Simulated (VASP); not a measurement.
Method: PBE GGA, VASP's PBE PAW potentials (set 64) (plane waves; VASP).

A VASP calculation is set up with these files.

KPOINTS:
```
Automatic mesh
0
Gamma
5 5 8
0 0 0
```

POSCAR:
```
SiO2
1.0
  4.1734525907   0.0000000000   0.0000000000
  0.0000000000   4.1734525907   0.0000000000
  0.0000000000   0.0000000000   2.6728731295
Si O
2 4
Cart
  0.0000000000   0.0000000000   0.0000000000
  2.0867262954   2.0867262954   1.3364365648
  1.2740281003   1.2740281003   0.0000000000
  3.3607543957   0.8126981950   1.3364365648
  0.8126981950   3.3607543957   1.3364365648
  2.8994244904   2.8994244904   0.0000000000
```

**INCAR**
```
SYSTEM  =  SiO2
PREC  =  Accurate; ENCUT  =  620; LREAL  =  F
LASPH  =  T
EDIFF  =  1E-6; NELM  =  100; ALGO  =  Normal
ISMEAR  =  0; SIGMA  =  0.05
GGA  =  PE
IBRION  =  2; NSW  =  40; ISIF  =  3
EDIFFG  =  -0.02; PSTRESS  =  100
LWAVE  =  F; LCHARG  =  F
```

POTCAR, in this order: Si O (PBE.64 set). Program: vasp_std.

The resulting files:

File OUTCAR:
```
 ion  position               nearest neighbor table
   1  0.000  0.000  0.000-   4 1.76   5 1.76   4 1.76   5 1.76   3 1.80   6 1.80
   2  0.500  0.500  0.500-   3 1.76   6 1.76   3 1.76   6 1.76   5 1.80   4 1.80
   3  0.305  0.305  0.000-   2 1.76   2 1.76   1 1.80
   4  0.805  0.195  0.500-   1 1.76   1 1.76   2 1.80
   5  0.195  0.805  0.500-   1 1.76   1 1.76   2 1.80
   6  0.695  0.695  0.000-   2 1.76   2 1.76   1 1.80
  LATTYP: Found a simple tetragonal cell.
 ALAT       =     4.1734525907
 C/A-ratio  =     0.6404465060
 Subroutine PRICEL returns:
 Original cell was already a primitive cell.
 Subroutine GETGRP returns: Found 16 space group operations
The static configuration has the point symmetry D_2h.
 The point group associated with its full space group is D_4h.
The dynamic configuration has the point symmetry D_2h.
 Subroutine INISYM returns: Found 16 space group operations
 Subroutine IBZKPT returns following result:
 Found     30 irreducible k-points:

 Following reciprocal coordinates:
            Coordinates               Weight
  0.000000  0.000000  0.000000      1.000000
  0.200000  0.000000  0.000000      4.000000
  0.400000  0.000000  0.000000      4.000000
...
```

File OSZICAR:
```
       N       E                     dE             d eps       ncg     rms          rms(c)
DAV:   1     0.195057157409E+03    0.19506E+03   -0.20255E+04  1200   0.178E+03
DAV:   2    -0.429306314102E+02   -0.23799E+03   -0.23021E+03  1664   0.357E+02
DAV:   3    -0.508488164681E+02   -0.79182E+01   -0.78937E+01  1440   0.693E+01
DAV:   4    -0.509105287527E+02   -0.61712E-01   -0.61650E-01  1432   0.684E+00
DAV:   5    -0.509111906100E+02   -0.66186E-03   -0.66177E-03  1388   0.701E-01    0.176E+01
DAV:   6    -0.462393177672E+02    0.46719E+01   -0.18399E+01  1332   0.306E+01    0.795E+00
DAV:   7    -0.462578317257E+02   -0.18514E-01   -0.54434E-01  1404   0.521E+00    0.298E+00
DAV:   8    -0.462719857024E+02   -0.14154E-01   -0.19309E-02  1336   0.144E+00    0.109E+00
DAV:   9    -0.462783398688E+02   -0.63542E-02   -0.81550E-03  1404   0.977E-01    0.271E-01
DAV:  10    -0.462785605578E+02   -0.22069E-03   -0.59234E-04  1412   0.208E-01    0.415E-02
DAV:  11    -0.462785308264E+02    0.29731E-04   -0.14104E-04  1404   0.906E-02    0.572E-03
DAV:  12    -0.462785319871E+02   -0.11607E-05   -0.66748E-06  1368   0.199E-02    0.448E-03
DAV:  13    -0.462785318679E+02    0.11925E-06   -0.87807E-07   820   0.776E-03
   1 F= -.43372779E+02 E0= -.43372779E+02  d E =-.433728E+02
       N       E                     dE             d eps       ncg     rms          rms(c)
DAV:   1    -0.462791802153E+02   -0.64823E-03   -0.18702E-02  1308   0.121E+00    0.847E-02
DAV:   2    -0.462791009981E+02    0.79217E-04   -0.19438E-04  1388   0.117E-01    0.474E-02
DAV:   3    -0.462790581705E+02    0.42828E-04   -0.42351E-05  1416   0.593E-02    0.490E-03
DAV:   4    -0.462790580851E+02    0.85406E-07   -0.33251E-06  1188   0.149E-02
   2 F= -.43372840E+02 E0= -.43372840E+02  d E =-.612538E-04
```

OUTCAR:
```
------------------------ aborting loop because EDIFF is reached ----------------------------------------
  FORCE on cell =-STRESS in cart. coord.  units (eV):
  Direction    XX          YY          ZZ          XY          YZ          ZX
  --------------------------------------------------------------------------------------
  Total        2.9054081      2.9054081      2.8609029      0.0000000      0.0000000      0.0000000
  in kB       99.9721242     99.9721242     98.4407461      0.0000000      0.0000000      0.0000000
  external PRESSURE =      -0.5383351 kB  Pullay stress =     100.0000000 kB
  volume of cell :       46.56
      direct lattice vectors                 reciprocal lattice vectors
     4.171677761  0.000000000  0.000000000     0.239711708  0.000000000  0.000000000
     0.000000000  4.171677761  0.000000000     0.000000000  0.239711708  0.000000000
     0.000000000  0.000000000  2.675576010     0.000000000  0.000000000  0.373751295
 POSITION                                       TOTAL-FORCE (eV/Angst)
 -----------------------------------------------------------------------------------
      4.17168      0.00000      0.00000        -0.000000      0.000000      0.000000
      2.08584      2.08584      1.33779        -0.000000      0.000000      0.000000
      1.27395      1.27395      0.00000        -0.010415     -0.010415     -0.000000
      3.35978      0.81189      1.33779        -0.010415      0.010415      0.000000
      0.81189      3.35978      1.33779         0.010415     -0.010415     -0.000000
      2.89773      2.89773      0.00000         0.010415      0.010415      0.000000
 -----------------------------------------------------------------------------------
    total drift:                                0.000000     -0.000000      0.000000
  FREE ENERGIE OF THE ION-ELECTRON SYSTEM (eV)
  ---------------------------------------------------
  free  energy   TOTEN  =       -46.2790580851 eV

  energy  without entropy=      -46.2790580851  energy(sigma->0) =      -46.27905809
  enthalpy is  TOTEN    =       -43.3728398769 eV   P V=        2.9062182082

 reached required accuracy - stopping structural energy minimisation
```
(Selected blocks of OUTCAR.)

### CONTCAR
```
SiO2
   1.00000000000000
     4.1716777613357729    0.0000000000000000    0.0000000000000000
     0.0000000000000000    4.1716777613357729    0.0000000000000000
     0.0000000000000000    0.0000000000000000    2.6755760101891974
  Si              O
     2     4
Direct
     1.0000000000000000    0.0000000000000000    0.0000000000000000
     0.5000000000000000    0.5000000000000000    0.5000000000000000
     0.3053797899998140    0.3053797899998140    0.0000000000000000
     0.8053797899998140    0.1946202100001860    0.5000000000000000
     0.1946202100001860    0.8053797899998140    0.5000000000000000
     0.6946202100001860    0.6946202100001860    0.0000000000000000
```

File OUTCAR:
```
 val. band max:        8.2565736088   @ k =   0.0000   0.0000   0.0000

 cond. band min:      13.8212231806   @ k =   0.0000   0.0000   0.0000


 Fermi energy:         8.4727641813

 k-point     1 :       0.0000    0.0000    0.0000
  band No.  band energies     occupation
      1     -14.3230      2.00000
      2     -10.6918      2.00000
      3     -10.6918      2.00000
      4     -10.4101      2.00000
      5      -2.6762      2.00000
      6       1.8186      2.00000
      7       1.8186      2.00000
      8       1.9914      2.00000
      9       2.8077      2.00000
     10       3.1668      2.00000
     11       5.0959      2.00000
     12       5.0959      2.00000
     13       5.7448      2.00000
     14       7.3735      2.00000
     15       7.3735      2.00000
     16       8.2566      2.00000
     17      13.8212      0.00000
     18      14.9056      0.00000
     19      16.6803      0.00000
     20      16.6803      0.00000

 k-point     2 :       0.2000    0.0000    0.0000
  band No.  band energies     occupation
      1     -14.1130      2.00000
      2     -11.5121      2.00000
      3     -10.5858      2.00000
      4     -10.0336      2.00000
      5      -2.3848      2.00000
      6       0.8567      2.00000
      7       1.9590      2.00000
      8       2.6841      2.00000
      9       2.9673      2.00000
     10       3.8687      2.00000
     11       4.7397      2.00000
     12       5.1876      2.00000
     13       5.7869      2.00000
     14       6.5564      2.00000
     15       7.3070      2.00000
     16       7.9494      2.00000
     17      14.4311      0.00000
     18      15.2555      0.00000
     19      16.8009      0.00000
     20      16.8095      0.00000

 k-point     3 :       0.4000    0.0000    0.0000
  band No.  band energies     occupation
      1     -13.5066      2.00000
      2     -12.5836      2.00000
      3     -10.3166      2.00000
      4     -10.0432      2.00000
      5      -1.6091      2.00000
...
```

The compound is SiO2 in the rutile structure, stishovite, a high-pressure form. This run relaxes it under an external pressure of 10 GPa. Symmetry was kept, so distortions that lower it aren't found.
